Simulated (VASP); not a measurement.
All values below come from RPBE GGA, VASP's PBE PAW potentials (set 64) (plane waves; VASP).

The input files of a VASP run:

POSCAR:
```
CdSe
1
    2.2288622350    -3.8605023719     0.0000000000
    2.2288622350     3.8605023719     0.0000000000
    0.0000000000     0.0000000000     7.2572574237
Cd Se
2 2
Direct
  0.6666670000   0.3333330000   0.5001106920
  0.3333330000   0.6666670000   0.0001106920
  0.6666670000   0.3333330000   0.8758893080
  0.3333330000   0.6666670000   0.3758893080
```

INCAR:
```
EDIFF = 1E-6
LMAXMIX = 4   # l cut-off of mixed one-centre charges
LWAVE = .False.
NELM = 100   # most electronic steps
LCHARG = .False.
SIGMA = 0.05   # width (eV)
EDIFFG = -0.02   # ionic stop
ISMEAR = 0
NSW = 60
SYSTEM = CdSe
ALGO = Normal   # blocked Davidson
GGA = RP
PREC = Accurate
ISIF = 3   # ions, shape and volume
LREAL = .False.
ENCUT = 520
LASPH = .True.   # aspherical one-centre terms
IBRION = 2
```

KPOINTS:
```
kpoints
0
G
5 5 3
```

POTCAR, in this order: Cd Se (PBE.64 set). Program: vasp_std.

Output of the run:

### OSZICAR
```
       N       E                     dE             d eps       ncg     rms          rms(c)
DAV:   1     0.239344062408E+03    0.23934E+03   -0.16864E+04   440   0.144E+03
DAV:   2     0.313706942408E+01   -0.23621E+03   -0.23225E+03   500   0.338E+02
DAV:   3    -0.103907961838E+02   -0.13528E+02   -0.13473E+02   518   0.816E+01
DAV:   4    -0.105125813465E+02   -0.12179E+00   -0.12173E+00   512   0.772E+00
DAV:   5    -0.105136951275E+02   -0.11138E-02   -0.11137E-02   518   0.673E-01    0.775E+00
DAV:   6    -0.976002126485E+01    0.75367E+00   -0.16840E+00   522   0.114E+01    0.615E+00
DAV:   7    -0.973581539980E+01    0.24206E-01   -0.56404E-01   500   0.408E+00    0.249E+00
DAV:   8    -0.974146082713E+01   -0.56454E-02   -0.50490E-02   476   0.242E+00    0.376E-01
DAV:   9    -0.974288928529E+01   -0.14285E-02   -0.83968E-03   512   0.105E+00    0.107E-01
DAV:  10    -0.974353020113E+01   -0.64092E-03   -0.13334E-03   470   0.384E-01    0.925E-02
DAV:  11    -0.974384758839E+01   -0.31739E-03   -0.76692E-04   476   0.163E-01    0.275E-02
DAV:  12    -0.974382072144E+01    0.26867E-04   -0.90108E-05   496   0.983E-02    0.853E-03
DAV:  13    -0.974383258267E+01   -0.11861E-04   -0.46147E-05   440   0.351E-02    0.124E-02
DAV:  14    -0.974383196465E+01    0.61802E-06   -0.15099E-06   418   0.660E-03
   1 F= -.97438320E+01 E0= -.97438320E+01  d E =-.974383E+01
```

OUTCAR:
```
------------------------ aborting loop because EDIFF is reached ----------------------------------------
  FORCE on cell =-STRESS in cart. coord.  units (eV):
  Direction    XX          YY          ZZ          XY          YZ          ZX
  --------------------------------------------------------------------------------------
  Total       -0.0375695     -0.0375695      0.0524207      0.0000000      0.0000000     -0.0000000
  in kB       -0.4819665     -0.4819665      0.6724864      0.0000000      0.0000000     -0.0000000
  external PRESSURE =      -0.0971489 kB  Pullay stress =       0.0000000 kB
  volume of cell :      124.89
      direct lattice vectors                 reciprocal lattice vectors
     2.228862235 -3.860502372  0.000000000     0.224329702 -0.129516822  0.000000000
     2.228862235  3.860502372  0.000000000     0.224329702  0.129516822  0.000000000
     0.000000000  0.000000000  7.257257424     0.000000000  0.000000000  0.137793100
  FREE ENERGIE OF THE ION-ELECTRON SYSTEM (eV)
  ---------------------------------------------------
  free  energy   TOTEN  =        -9.7438319646 eV

  energy  without entropy=       -9.7438319646  energy(sigma->0) =       -9.74383196

 reached required accuracy - stopping structural energy minimisation
```
(Selected blocks of OUTCAR.)

File OUTCAR:
```
 val. band max:        0.3047426909   @ k =   0.0000   0.0000   0.0000

 cond. band min:       0.9097523364   @ k =   0.0000   0.0000   0.0000


 Fermi energy:         0.5666173284

 k-point     1 :       0.0000    0.0000    0.0000
  band No.  band energies     occupation
      1     -11.7132      2.00000
      2     -11.4251      2.00000
      3      -7.3494      2.00000
      4      -7.3428      2.00000
      5      -7.3428      2.00000
      6      -7.2927      2.00000
      7      -7.2927      2.00000
      8      -7.1048      2.00000
      9      -7.1048      2.00000
     10      -7.0601      2.00000
     11      -7.0601      2.00000
     12      -6.8485      2.00000
     13      -3.4536      2.00000
     14      -0.3211      2.00000
     15      -0.3211      2.00000
     16       0.2752      2.00000
     17       0.3047      2.00000
     18       0.3047      2.00000
     19       0.9098      0.00000
     20       2.5067      0.00000
     21       6.2196      0.00000
     22       6.2196      0.00000

 k-point     2 :       0.2000    0.0000    0.0000
  band No.  band energies     occupation
      1     -11.6255      2.00000
      2     -11.3872      2.00000
      3      -7.3233      2.00000
      4      -7.3147      2.00000
      5      -7.2653      2.00000
      6      -7.2524      2.00000
      7      -7.2460      2.00000
      8      -7.1176      2.00000
      9      -7.1020      2.00000
     10      -7.0794      2.00000
     11      -7.0545      2.00000
     12      -6.7997      2.00000
     13      -3.2839      2.00000
     14      -1.4587      2.00000
     15      -1.2162      2.00000
     16      -0.6687      2.00000
     17       0.0330      2.00000
     18       0.0897      2.00000
     19       2.4017      0.00000
     20       3.5473      0.00000
     21       5.5853      0.00000
     22       6.4491      0.00000

 k-point     3 :       0.4000   -0.0000    0.0000
  band No.  band energies     occupation
      1     -11.4656      2.00000
...
```

The compound is CdSe in the wurtzite structure. It was relaxed first, which changed the volume by +11 %. The start is the result of an earlier pass.
